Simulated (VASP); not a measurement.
Given:

```
CELL_PARAMETERS angstrom
      0.00000     1.69448     1.69448
      1.69448     0.00000     1.69448
      1.69448     1.69448     0.00000
ATOMIC_POSITIONS crystal
  Ni 0.00000 0.00000 0.00000
```
Starting moments (μB, in the order of the record's atoms Ni): 0.8.

Level of theory: SCAN meta-GGA, VASP's PBE PAW potentials (set 64) (plane waves; VASP). Numerical set-up: 520 eV cut-off, 18×18×18 Γ-centred mesh, first-order Methfessel-Paxton smearing of 0.10 eV, potentials Ni.

**Question.** What does the run give for the cell moment, energy per atom (σ→0), pressure, band gap (on the k-mesh) with the smallest direct gap where there is one?

**Answer.** 
The band gap (on the k-mesh) comes out as none (metal, semimetal or under 0.01 eV), the cell moment is 0.72 μB and the energy per atom (σ→0) is -16.081 eV/atom. The pressure is 17.82 GPa.

**Question.** Give the moment on each site (PAW-sphere projection).

**Answer.** 
```csv
site,moment (μB)
Ni1,0.73
```

The absolute energy has meaning only against runs of the same code, potentials and settings.

The compound is Ni in the fcc structure. This cell is one point of a volume scan, at 0.94 of the reference volume.
